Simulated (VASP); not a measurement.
Here is the system:

```yaml
crystal:
  lattice:
    - [0.00000, 3.09390, 3.09390]
    - [3.09390, 0.00000, 3.09390]
    - [3.09390, 3.09390, 0.00000]
  atoms:
    - { symbol: Ge, position: [0.00000, 0.00000, 0.00000] }
    - { symbol: Pd, position: [0.50000, 0.50000, 0.50000] }
    - { symbol: Pd, position: [0.25000, 0.25000, 0.25000] }
    - { symbol: Pd, position: [0.75000, 0.75000, 0.75000] }
```

These are r2SCAN meta-GGA, VASP's PBE PAW potentials (set 64) (plane waves; VASP) values and carry that method's errors. Run with 400 eV cut-off, 10×10×10 Γ-centred mesh, tetrahedra with Blöchl corrections, potentials Ge_d Pd.

Give the energies of bands 12 to 25 at the high-symmetry points, in eV from the Fermi level.

```tsv
band	Γ	X	U	L	W
12	-3.65	-4.07	-3.87	-4.25	-3.73
13	-3.65	-3.69	-3.63	-3.45	-3.73
14	-3.65	-3.69	-3.27	-3.45	-3.42
15	-1.59	-2.58	-2.84	-3.01	-3.42
16	-1.59	-2.15	-2.69	-3.01	-2.59
17	-1.59	-1.66	-2.64	-2.53	-2.45
18	-1.36	-1.60	-1.88	-1.48	-1.81
19	-1.36	-1.53	-1.71	-1.48	-1.40
20	-1.26	-1.53	-1.25	-1.25	-1.40
21	-1.26	-1.41	-0.90	-1.25	-1.30
22	0.86	-0.85	-0.84	-0.83	-0.62
23	3.43	-0.85	-0.45	2.49	-0.62
24	3.43	-0.61	0.19	3.46	-0.54
25	3.43	3.28	3.84	3.46	5.79
```

It has no gap at this level: it comes out as a metal or semimetal.

The structure was generated: GePd3 was put into the D03 type (Fm-3m), which need not be its known phase. It was relaxed first, which changed the volume by -9 %.
